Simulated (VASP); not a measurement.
# ZrC (Fm-3m) in VASP: further runs, part 2 of 2

VASP 6.6.1. The steps go on from the part before.

### 3 Single point, LDA

This run uses another cell than the first one, of 12.49 Å³/atom, 0.956 times its volume.

Input file INCAR:

```
ALGO = Fast ; EDIFF = 1E-6
ENCUT = 520 ; GGA = CA
ISIF = 2 ; ISMEAR = 0
LASPH = T ; LCHARG = F
LREAL = F ; LWAVE = F
NBANDS = 15 ; NELM = 100
PREC = Accurate ; SIGMA = 0.05
```

Input file KPOINTS:

```
k-points
0
Gamma
  6 6 6
```

Input file POSCAR:

```
ZrC
1.0
    0.0000000000      2.3200000000      2.3200000000
    2.3200000000      0.0000000000      2.3200000000
    2.3200000000      2.3200000000      0.0000000000
Zr C
1 1
Direct
    0.0000000000      0.0000000000      0.0000000000
    0.5000000000      0.5000000000      0.5000000000
```

Potentials or basis: VASP PAW LDA potentials, release 64 (Zr_sv, C).

Command:

```
$ cat potpaw_LDA.64/Zr_sv/POTCAR potpaw_LDA.64/C/POTCAR > POTCAR
$ mpirun -np 1 vasp_std > vasp.out
```

OUTCAR:

```text
EDIFF = 1E-6
   ENCUT = 520
   GGA = CA
   ISIF = 2
   ISMEAR = 0
   LASPH = T
   LREAL = F
   NELM = 100
   PREC = Accurate

 ion  position               nearest neighbor table
   1  0.000  0.000  0.000-   2 2.32   2 2.32   2 2.32   2 2.32   2 2.32   2 2.32
   2  0.500  0.500  0.500-   1 2.32   1 2.32   1 2.32   1 2.32   1 2.32   1 2.32

  LATTYP: Found a face centered cubic cell.
 ALAT       =     4.6400000000

  Lattice vectors:

[... 465 lines left out ...]

------------------------ aborting loop because EDIFF is reached ----------------------------------------

  FORCE on cell =-STRESS in cart. coord.  units (eV):
  Direction    XX          YY          ZZ          XY          YZ          ZX
  --------------------------------------------------------------------------------------
  -------------------------------------------------------------------------------------
  Total        0.1642510      0.1642510      0.1642510      0.0000000      0.0000000      0.0000000
  in kB       10.5371890     10.5371890     10.5371890      0.0000000      0.0000000      0.0000000
  external PRESSURE =      10.5371890 kB  Pullay stress =       0.0000000 kB

 VOLUME and BASIS-vectors are now :
 -----------------------------------------------------------------------------
  energy-cutoff  :      520.00
  volume of cell :       24.97
      direct lattice vectors                 reciprocal lattice vectors
     0.000000000  2.320000000  2.320000000    -0.215517241  0.215517241  0.215517241
     2.320000000  0.000000000  2.320000000     0.215517241 -0.215517241  0.215517241
     2.320000000  2.320000000  0.000000000     0.215517241  0.215517241 -0.215517241

 POSITION                                       TOTAL-FORCE (eV/Angst)
 -----------------------------------------------------------------------------------
      0.00000      0.00000      0.00000        -0.000000      0.000000      0.000000
      2.32000      2.32000      2.32000         0.000000      0.000000      0.000000
 -----------------------------------------------------------------------------------
    total drift:                                0.000000     -0.000000     -0.000000

  FREE ENERGIE OF THE ION-ELECTRON SYSTEM (eV)
  ---------------------------------------------------
  free  energy   TOTEN  =       -21.2669662322 eV

  energy  without entropy=      -21.2669638177  energy(sigma->0) =      -21.26696502
```

OSZICAR:

```text
N       E                     dE             d eps       ncg     rms          rms(c)
DAV:   1     0.988961353772E+02    0.98896E+02   -0.87694E+03   480   0.109E+03
DAV:   2    -0.202861297905E+02   -0.11918E+03   -0.11036E+03   620   0.287E+02
DAV:   3    -0.246422464965E+02   -0.43561E+01   -0.43218E+01   680   0.477E+01
DAV:   4    -0.246956892089E+02   -0.53443E-01   -0.53409E-01   614   0.545E+00
DAV:   5    -0.246970270436E+02   -0.13378E-02   -0.13378E-02   675   0.559E-01    0.221E+01
RMM:   6    -0.214655945666E+02    0.32314E+01   -0.46287E+00   504   0.121E+01    0.922E+00
RMM:   7    -0.212891783066E+02    0.17642E+00   -0.25119E-01   559   0.390E+00    0.653E+00
RMM:   8    -0.212662050952E+02    0.22973E-01   -0.13836E-01   595   0.251E+00    0.181E+00
RMM:   9    -0.212656138733E+02    0.59122E-03   -0.28568E-02   636   0.116E+00    0.426E-01
RMM:  10    -0.212666148386E+02   -0.10010E-02   -0.84564E-03   659   0.539E-01    0.110E-01
RMM:  11    -0.212668726652E+02   -0.25783E-03   -0.22006E-03   652   0.276E-01    0.813E-02
RMM:  12    -0.212669444991E+02   -0.71834E-04   -0.49929E-04   682   0.118E-01    0.645E-02
RMM:  13    -0.212669587102E+02   -0.14211E-04   -0.14212E-04   654   0.799E-02    0.310E-02
RMM:  14    -0.212669636706E+02   -0.49604E-05   -0.44021E-05   633   0.479E-02    0.360E-03
RMM:  15    -0.212669655810E+02   -0.19104E-05   -0.13191E-05   514   0.202E-02    0.295E-03
RMM:  16    -0.212669662322E+02   -0.65114E-06   -0.44055E-06   447   0.125E-02
   1 F= -.21266966E+02 E0= -.21266965E+02  d E =-.241450E-05
```

stdout:

```text
POSCAR found type information on POSCAR ZrC
 POSCAR found :  2 types and       2 ions
 scaLAPACK will be used
 LDA part: xc-table for (Slater(with rela. corr.)+CA(PZ))
 , standard interpolation
 POSCAR, INCAR and KPOINTS ok, starting setup
 FFT: planning ... GRIDC
 FFT: planning ... GRID_SOFT
 FFT: planning ... GRID
 WAVECAR not read
 entering main loop
```

Run time: 4.1 s. Hardware: 1 thread of AMD EPYC 9R45 (Zen 5), shared host; peak memory 0.1 GiB.

Results:

```yaml
Free_energy: -21.2670 eV
Pressure: 1.1 GPa
Band_gap_on_the_k_mesh: none (metal or under the smearing width)
```

Caveat: the k mesh is coarse (spacing up to 0.39 Å⁻¹), so the values aren't converged.

### 4 Single point, LDA

This run uses another cell than the first one, of 10.89 Å³/atom, 0.834 times its volume.

Input file INCAR:

```
ALGO = Fast
EDIFF = 1E-6
ENCUT = 520
GGA = CA
ISIF = 2
ISMEAR = -1
LASPH = T
LCHARG = F
LREAL = F
LWAVE = F
NBANDS = 15
NELM = 100
PREC = Accurate
SIGMA = 0.15
```

Input file KPOINTS:

```
k-points
0
Gamma
  16 16 16
```

Input file POSCAR:

```
ZrC
1.0
    0.0000000000      2.2165000000      2.2165000000
    2.2165000000      0.0000000000      2.2165000000
    2.2165000000      2.2165000000      0.0000000000
Zr C
1 1
Direct
    0.0000000000      0.0000000000      0.0000000000
    0.5000000000      0.5000000000      0.5000000000
```

Potentials or basis: VASP PAW LDA potentials, release 64 (Zr_sv, C).

Command:

```
$ cat potpaw_LDA.64/Zr_sv/POTCAR potpaw_LDA.64/C/POTCAR > POTCAR
$ mpirun -np 1 vasp_std > vasp.out
```

OUTCAR:

```text
EDIFF = 1E-6
   ENCUT = 520
   GGA = CA
   ISIF = 2
   ISMEAR = -1
   LASPH = T
   LREAL = F
   NELM = 100
   PREC = Accurate

 ion  position               nearest neighbor table
   1  0.000  0.000  0.000-   2 2.22   2 2.22   2 2.22   2 2.22   2 2.22   2 2.22
   2  0.500  0.500  0.500-   1 2.22   1 2.22   1 2.22   1 2.22   1 2.22   1 2.22

  LATTYP: Found a face centered cubic cell.
 ALAT       =     4.4330000000

  Lattice vectors:

 A1 = (   0.0000000000,   2.2165000000,   2.2165000000)
 A2 = (   2.2165000000,   0.0000000000,   2.2165000000)
 A3 = (   2.2165000000,   2.2165000000,   0.0000000000)

Analysis of symmetry for initial positions (statically):
=====================================================================
 Subroutine PRICEL returns:
 Original cell was already a primitive cell.

 Routine SETGRP: Setting up the symmetry group for a
 face centered cubic supercell.

 Subroutine GETGRP returns: Found 48 space group operations
 (whereof 48 operations were pure point group operations)
 out of a pool of 48 trial point group operations.

[... 174 lines left out ...]
      3     -13.2404      2.00000
      4     -13.2404      2.00000
      5      -0.0646      2.00000
      6      12.6067      0.00348
      7      12.6067      0.00348
      8      12.6067      0.00348
      9      12.6892      0.00201
     10      12.6892      0.00201
     11      12.6892      0.00201
     12      14.9380      0.00000
     13      14.9380      0.00000
     14      21.1792      0.00000
[... 401 lines left out ...]
      2     -13.4047      2.00000
      3     -13.2823      2.00000
      4     -13.2416      2.00000
      5       0.2560      2.00000
      6      11.1084      1.94864
      7      11.2898      1.83771
      8      11.4468      1.59801
      9      12.8632      0.00063
     10      13.6476      0.00000
     11      13.7055      0.00000
     12      15.7075      0.00000
     13      16.7028      0.00000
     14      21.6334      0.00000
     15      23.1942      0.00000

 [... further k-points ...]

------------------------ aborting loop because EDIFF is reached ----------------------------------------

  FORCE on cell =-STRESS in cart. coord.  units (eV):
  Direction    XX          YY          ZZ          XY          YZ          ZX
  --------------------------------------------------------------------------------------
  -------------------------------------------------------------------------------------
  Total        6.2253162      6.2253162      6.2253162      0.0000000      0.0000000      0.0000000
  in kB      457.9718624    457.9718624    457.9718624      0.0000000      0.0000000      0.0000000
  external PRESSURE =     457.9718624 kB  Pullay stress =       0.0000000 kB

 VOLUME and BASIS-vectors are now :
 -----------------------------------------------------------------------------
  energy-cutoff  :      520.00
  volume of cell :       21.78
      direct lattice vectors                 reciprocal lattice vectors
     0.000000000  2.216500000  2.216500000    -0.225580871  0.225580871  0.225580871
     2.216500000  0.000000000  2.216500000     0.225580871 -0.225580871  0.225580871
     2.216500000  2.216500000  0.000000000     0.225580871  0.225580871 -0.225580871

 POSITION                                       TOTAL-FORCE (eV/Angst)
 -----------------------------------------------------------------------------------
      0.00000      0.00000      0.00000        -0.000000     -0.000000     -0.000000
      2.21650      2.21650      2.21650         0.000000      0.000000      0.000000
 -----------------------------------------------------------------------------------
    total drift:                                0.000000     -0.000000     -0.000000

  FREE ENERGIE OF THE ION-ELECTRON SYSTEM (eV)
  ---------------------------------------------------
  free  energy   TOTEN  =       -20.8688094312 eV

  energy  without entropy=      -20.8468965017  energy(sigma->0) =      -20.85785297
```

Run time: 32 s. Hardware: 1 thread of AMD EPYC 9R45 (Zen 5), shared host; peak memory 0.13 GiB.

Results:

* Free energy: -20.8688 eV
* Pressure: 45.8 GPa
* Band gap on the k mesh: none (metal or under the smearing width)

Caveat: a pressure of tens of GPa on the cell as given is suspect, and the run, the potentials or the cell itself is likely at fault.

### 5 Overview

```tsv
cell	k mesh	smearing	mesh quality	gap on the mesh (eV)	pressure (GPa)
Fm-3m, 13.06 Å³/atom	16 × 16 × 16	fermi-dirac 0.15 eV	not flagged	none	-9.3
Fm-3m, 12.49 Å³/atom	6 × 6 × 6	gaussian 0.05 eV	coarse	none	1.1
Fm-3m, 10.89 Å³/atom	16 × 16 × 16	fermi-dirac 0.15 eV	not flagged	none	45.8
```

Alike in all rows: task single point; level LDA; potentials or basis VASP PAW LDA potentials, release 64 (Zr_sv, C); no spin polarisation; cutoff (eV) 520.

Caveats: some runs use coarse meshes; a pressure of tens of GPa on the cell as given is suspect, and the run, the potentials or the cell itself is likely at fault (some runs).

Absolute energies hang on the potentials; compare differences alone.
